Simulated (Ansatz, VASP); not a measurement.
## ReOs (Re-Os-Os-Re stack, (100) layers) in two plane-wave programs

One calculation is typed for both programs; each brings its own data sets. How far apart do they land? The cell is taken from a series of runs on this material, whose earlier steps may have relaxed, scaled, displaced or heated it; both programs get it as it stands.

Calculated with Ansatz 0.2.0; plane waves, with VASP 6.6.1 beside it; PBEsol.

## (1) Set-up

The cell holds 4 atoms: 2 Re and 2 Os. Cell: a = 2.665 Å, b = 2.665 Å, c = 35.295 Å, α = 90.0°, β = 90.0°, γ = 90.0°. It derives from ReOs. Vacuum lies along c.

As a file:

```xyz
4
Lattice="2.6649 0.0000 0.0000 0.0000 2.6649 0.0000 0.0000 0.0000 35.2953" Properties=species:S:1:pos:R:3
Re    0.0000    0.0000    5.5197
Re    1.3325    1.3325   11.2279
Os    1.3325    1.3325    7.3703
Os    0.0000    0.0000    9.3773
```

## (2) VASP: zone-centre phonons, PBEsol

Second derivatives magnify differences that forces hide, and they need a tight electronic threshold.

Lines of VASP's logs that name or quote its potential files are left out, and so is its time.

Contents of INCAR:

```
SYSTEM = ReOs
PREC = Accurate
ENCUT = 600
EDIFF = 1E-08
NELM = 120
ISMEAR = 1
SIGMA = 0.2
LREAL = .FALSE.
ALGO = Normal
GGA = PS
NBANDS = 21
LASPH = .TRUE.
LORBIT = 11
LWAVE = .FALSE.
LCHARG = .FALSE.
ISIF = 2
IBRION = 8
GGA_COMPAT = .FALSE.
NELMDL = -8
KPAR = 2
```

Contents of POSCAR:

```
ReOs
1.0
    2.6649285788      0.0000000000      0.0000000000
    0.0000000000      2.6649285788      0.0000000000
    0.0000000000      0.0000000000     35.2952772987
Re Os
2 2
Direct
    0.0000000000      0.0000000000      0.1563866118
    0.5000000000      0.5000000000      0.3181142643
    0.5000000000      0.5000000000      0.2088183787
    0.0000000000      0.0000000000      0.2656824974
```

Contents of KPOINTS:

```
Automatic mesh
0
Gamma
6 6 1
0 0 0
```

Potentials, in the order of the species: Re and Os (PBE family, release 64).

On the command line:

```
> mpirun -np 2 vasp_std
```

Numbers of over 12 decimals in the logs are rounded to 6 here.

Log:

```text
[banner, memory and clock lines left out]
running    2 mpi-ranks, on    1 nodes
 distrk:  each k-point on    1 cores,    2 groups
 distr:  one band on    1 cores,    1 groups

 POSCAR found type information on POSCAR ReOs
 POSCAR found :  2 types and       4 ions
|                                                                             |
|               ----> ADVICE to this user running VASP <----                  |
|                                                                             |
|     You enforced a specific xc type in the INCAR file but a different       |
|     [... a line on the potential file left out ...]
|     I HOPE YOU KNOW WHAT YOU ARE DOING!                                     |
|                                                                             |

 LDA part: xc-table for (Slater+PW92), standard interpolation
 POSCAR, INCAR and KPOINTS ok, starting setup
 FFT: planning ... GRIDC
 FFT: planning ... GRID_SOFT
 FFT: planning ... GRID
 WAVECAR not read
 entering main loop
       N       E                     dE             d eps       ncg     rms          rms(c)
DAV:   1     0.202705403897E+03    0.20271E+03   -0.11759E+04   690   0.129E+03
DAV:   2    -0.202238481766E+02   -0.22293E+03   -0.20926E+03   793   0.442E+02
DAV:   3    -0.471341897057E+02   -0.26910E+02   -0.24298E+02   832   0.152E+02
DAV:   4    -0.496645791057E+02   -0.25304E+01   -0.20770E+01   784   0.327E+01
DAV:   5    -0.499300126353E+02   -0.26543E+00   -0.23289E+00   816   0.106E+01
DAV:   6    -0.499765052069E+02   -0.46493E-01   -0.27517E-01   782   0.191E+00
DAV:   7    -0.499846521600E+02   -0.81470E-02   -0.76415E-02   840   0.108E+00
DAV:   8    -0.499853770522E+02   -0.72489E-03   -0.72993E-03   776   0.172E-01    0.460E+01
DAV:   9    -0.480893679875E+02    0.18960E+01   -0.68621E+00   800   0.453E+01    0.189E+01
DAV:  10    -0.579971380626E+02   -0.99078E+01   -0.50262E+01   840   0.114E+02    0.210E+01
DAV:  11    -0.468403091725E+02    0.11157E+02   -0.27493E+01   832   0.742E+01    0.231E+00
DAV:  12    -0.470085716353E+02   -0.16826E+00   -0.38438E+00   832   0.199E+01    0.233E+00
DAV:  13    -0.469145542023E+02    0.94017E-01   -0.42275E-01   800   0.116E+01    0.990E-01
DAV:  14    -0.469175093506E+02   -0.29551E-02   -0.43779E-02   824   0.208E+00    0.823E-01
[...]
DAV:  28    -0.469108782791E+02   -0.46417E-06   -0.98087E-09   385   0.176E-03    0.513E-04
DAV:  29    -0.469108783773E+02   -0.98134E-07   -0.21414E-09   345   0.173E-03    0.913E-04
DAV:  30    -0.469108787409E+02   -0.36363E-06   -0.60537E-09   361   0.202E-03    0.295E-04
DAV:  31    -0.469108787810E+02   -0.40059E-07   -0.42735E-09   330   0.238E-03    0.425E-04
DAV:  32    -0.469108788647E+02   -0.83743E-07   -0.35829E-09   330   0.233E-03    0.810E-04
DAV:  33    -0.469108789246E+02   -0.59929E-07   -0.36320E-09   330   0.208E-03    0.107E-04
DAV:  34    -0.469108789430E+02   -0.18405E-07   -0.32742E-09   346   0.187E-03    0.671E-04
DAV:  35    -0.469108789503E+02   -0.72594E-08   -0.17391E-09   330   0.165E-03
   1 F= -.46910879E+02 E0= -.46903474E+02  d E =-.222144E-01
 Linear response reoptimize wavefunctions to high precision
DAV:   1    -0.469108789517E+02   -0.14134E-08   -0.54985E-09   369   0.128E-03
DAV:   2    -0.469108789519E+02   -0.13461E-09   -0.57192E-10   345   0.109E-03
DAV:   3    -0.469108789520E+02   -0.10914E-09   -0.37637E-10   330   0.101E-03
 Linear response DOF=           4
 Linear response progress:
  Degree of freedom:   1/  4
       N       E                     dE             d eps       ncg     rms          rms(c)
RMM:   1    -0.794359724939E-01   -0.79436E-01   -0.51307E+00   684   0.130E+02
RMM:   2    -0.147660313222E+00   -0.68224E-01   -0.74857E-02  1542   0.201E+00    0.141E-01
RMM:   3    -0.147414074238E+00    0.24624E-03   -0.17311E-03  1574   0.265E-01    0.906E-02
RMM:   4    -0.148642395087E+00   -0.12283E-02   -0.12728E-03  1503   0.298E-01    0.213E-01
RMM:   5    -0.146960518871E+00    0.16819E-02   -0.27825E-04  1318   0.214E-01    0.254E-02
RMM:   6    -0.146970295338E+00   -0.97765E-05   -0.10831E-04  1541   0.870E-02    0.243E-02
RMM:   7    -0.146980687590E+00   -0.10392E-04   -0.38225E-05  1450   0.446E-02    0.116E-02
RMM:   8    -0.146984143010E+00   -0.34554E-05   -0.19427E-05  1427   0.301E-02    0.113E-02
RMM:   9    -0.146984622476E+00   -0.47947E-06   -0.21330E-06  1436   0.228E-02    0.490E-03
RMM:  10    -0.146981946921E+00    0.26756E-05   -0.10801E-06  1573   0.104E-02    0.688E-04
RMM:  11    -0.146979817404E+00    0.21295E-05   -0.14299E-06  1755   0.351E-03    0.634E-04
RMM:  12    -0.146978283639E+00    0.15338E-05   -0.47053E-08  1693   0.133E-03    0.230E-04
RMM:  13    -0.146977718926E+00    0.56471E-06   -0.12303E-07  1629   0.683E-04    0.174E-04
RMM:  14    -0.146977855026E+00   -0.13610E-06   -0.52072E-08  1682   0.372E-04    0.468E-05
[...]
RMM:  23    -0.146977839790E+00   -0.76411E-09   -0.40074E-07  1904   0.164E-04    0.760E-07
RMM:  24    -0.146977840054E+00   -0.26458E-09   -0.66948E-07  1902   0.167E-04    0.657E-07
RMM:  25    -0.146977840990E+00   -0.93590E-09   -0.64025E-07  1909   0.160E-04    0.784E-07
RMM:  26    -0.146977840403E+00    0.58759E-09   -0.61261E-07  1911   0.164E-04    0.516E-07
RMM:  27    -0.146977840190E+00    0.21265E-09   -0.44414E-07  1922   0.161E-04    0.803E-07
RMM:  28    -0.146977839317E+00    0.87363E-09   -0.32310E-07  1917   0.159E-04    0.727E-07
RMM:  29    -0.146977841162E+00   -0.18460E-08   -0.54746E-07  1926   0.157E-04    0.685E-07
RMM:  30    -0.146977839110E+00    0.20525E-08   -0.17605E-07  1925   0.157E-04    0.699E-07
 first order change of Fermi-energy  -0.28887E-02
 force on displaced ion       1 direction 1 :  -5.258   0.000   0.008
 Linear response progress:
  Degree of freedom:   2/  4
       N       E                     dE             d eps       ncg     rms          rms(c)
RMM:   1    -0.145396254418E+00   -0.14540E+00   -0.61502E+00   428   0.139E+02
RMM:   2    -0.219469223944E+00   -0.74073E-01   -0.76061E-02   956   0.217E+00    0.413E-01
RMM:   3    -0.222780339752E+00   -0.33111E-02   -0.42525E-03   873   0.568E-01    0.417E-01
RMM:   4    -0.225765553305E+00   -0.29852E-02   -0.29381E-03   834   0.634E-01    0.479E-01
RMM:   5    -0.222802963175E+00    0.29626E-02   -0.71813E-03   932   0.108E+00    0.523E-01
RMM:   6    -0.220602122596E+00    0.22008E-02   -0.13608E-03   874   0.471E-01    0.228E-01
RMM:   7    -0.220283972176E+00    0.31815E-03   -0.12806E-03   776   0.473E-01    0.173E-01
RMM:   8    -0.219801594597E+00    0.48238E-03   -0.69147E-04   820   0.356E-01    0.217E-02
RMM:   9    -0.219785565895E+00    0.16029E-04   -0.33757E-04  1019   0.845E-02    0.231E-02
RMM:  10    -0.219782869740E+00    0.26962E-05   -0.26949E-05   942   0.301E-02    0.175E-02
RMM:  11    -0.219760472899E+00    0.22397E-04   -0.48935E-06   842   0.277E-02    0.990E-03
RMM:  12    -0.219765748891E+00   -0.52760E-05   -0.31741E-06   924   0.165E-02    0.156E-03
RMM:  13    -0.219764381803E+00    0.13671E-05   -0.16645E-06  1045   0.491E-03    0.176E-03
RMM:  14    -0.219764373345E+00    0.84576E-08   -0.16147E-07  1035   0.141E-03    0.165E-03
RMM:  15    -0.219763941444E+00    0.43190E-06    0.70550E-08   812   0.125E-03    0.159E-03
 first order change of Fermi-energy   0.59281E+00
 force on displaced ion       1 direction 3 :  -0.000  -0.000  -9.403
 Linear response progress:
  Degree of freedom:   3/  4
       N       E                     dE             d eps       ncg     rms          rms(c)
RMM:   1    -0.192867715972E+00   -0.19287E+00   -0.69770E-02  1092   0.420E+00
RMM:   2    -0.194106912585E+00   -0.12392E-02   -0.62529E-03  1075   0.135E+00    0.153E-01
RMM:   3    -0.193747077018E+00    0.35984E-03   -0.20896E-03  1372   0.286E-01    0.976E-02
RMM:   4    -0.196066885605E+00   -0.23198E-02   -0.92666E-04  1370   0.352E-01    0.277E-01
RMM:   5    -0.193409874812E+00    0.26570E-02   -0.45820E-04  1208   0.283E-01    0.423E-02
RMM:   6    -0.193428284847E+00   -0.18410E-04   -0.18372E-04  1270   0.111E-01    0.200E-02
RMM:   7    -0.193446412194E+00   -0.18127E-04   -0.68437E-05  1286   0.539E-02    0.178E-02
RMM:   8    -0.193452356178E+00   -0.59440E-05   -0.18695E-05  1189   0.381E-02    0.862E-03
RMM:   9    -0.193456964219E+00   -0.46080E-05   -0.82283E-06  1202   0.222E-02    0.522E-03
RMM:  10    -0.193456178249E+00    0.78597E-06   -0.51612E-06  1467   0.107E-02    0.203E-03
RMM:  11    -0.193454638862E+00    0.15394E-05   -0.62352E-07  1467   0.350E-03    0.944E-04
RMM:  12    -0.193452999232E+00    0.16396E-05    0.89081E-08  1436   0.133E-03    0.213E-04
RMM:  13    -0.193453199681E+00   -0.20045E-06   -0.22462E-07  1530   0.597E-04    0.110E-04
RMM:  14    -0.193453215435E+00   -0.15753E-07   -0.37380E-07  1561   0.310E-04    0.567E-05
RMM:  15    -0.193453303267E+00   -0.87832E-07    0.13407E-07  1432   0.245E-04    0.165E-05
RMM:  16    -0.193453299471E+00    0.37958E-08   -0.53746E-08  1727   0.231E-04    0.895E-06
 first order change of Fermi-energy   0.11745E-02
 force on displaced ion       3 direction 1 :  -4.674   0.000   0.010
 Linear response progress:
  Degree of freedom:   4/  4
       N       E                     dE             d eps       ncg     rms          rms(c)
RMM:   1    -0.254565399117E+00   -0.25457E+00    0.60765E-02   518   0.226E+01
RMM:   2    -0.283816085412E+00   -0.29251E-01   -0.34837E-02   846   0.231E+00    0.430E-01
RMM:   3    -0.295098041121E+00   -0.11282E-01   -0.68581E-03   808   0.126E+00    0.783E-01
RMM:   4    -0.284000612292E+00    0.11097E-01   -0.21478E-03   718   0.611E-01    0.410E-01
RMM:   5    -0.286195397867E+00   -0.21948E-02   -0.19206E-03   770   0.626E-01    0.397E-01
RMM:   6    -0.283846975376E+00    0.23484E-02   -0.12873E-03   715   0.499E-01    0.901E-02
RMM:   7    -0.283804686984E+00    0.42288E-04   -0.60288E-04   828   0.171E-01    0.389E-02
RMM:   8    -0.283680882297E+00    0.12380E-03   -0.12493E-04   714   0.107E-01    0.153E-02
RMM:   9    -0.283680918206E+00   -0.35909E-07   -0.99136E-05   892   0.477E-02    0.122E-02
RMM:  10    -0.283678318604E+00    0.25996E-05   -0.13313E-05   849   0.219E-02    0.509E-03
[... 100 further cycles ...]
RMM: 111    -0.283656951910E+00    0.55007E-10   -0.33052E-07  1169   0.222E-04    0.394E-07
RMM: 112    -0.283656952106E+00   -0.19516E-09    0.47499E-07  1169   0.222E-04    0.522E-07
RMM: 113    -0.283656952148E+00   -0.42521E-10   -0.30400E-07  1169   0.222E-04    0.386E-07
RMM: 114    -0.283656951901E+00    0.24689E-09    0.54160E-07  1169   0.222E-04    0.515E-07
RMM: 115    -0.283656952178E+00   -0.27698E-09   -0.33343E-07  1169   0.222E-04    0.383E-07
RMM: 116    -0.283656952087E+00    0.91579E-10    0.58373E-07  1169   0.222E-04    0.505E-07
RMM: 117    -0.283656952070E+00    0.16679E-10   -0.42768E-07  1169   0.222E-04    0.387E-07
RMM: 118    -0.283656951951E+00    0.11851E-09    0.47753E-07  1169   0.222E-04    0.497E-07
RMM: 119    -0.283656952106E+00   -0.15429E-09   -0.50954E-07  1169   0.222E-04    0.386E-07
RMM: 120    -0.283656952002E+00    0.10317E-09    0.29561E-07  1169   0.222E-04    0.492E-07
 first order change of Fermi-energy  -0.94566E+00
 force on displaced ion       3 direction 3 :   0.000   0.000 -13.573
 Linear response finished
```

(Continued in part 2 of 3.)

[Lines on the potential files, build, host, timing and source positions are cut from VASP's logs without a mark.]

[Logs are printed without paths, hosts, clocks, repeated set-up lines and the standing remarks that a program may print on its own settings, such as how far it seeks lower states.]

[Hosts, paths, dates, database ids (printed as entryN), source tags and the programs' standing remarks are cut or masked in the printed files.]
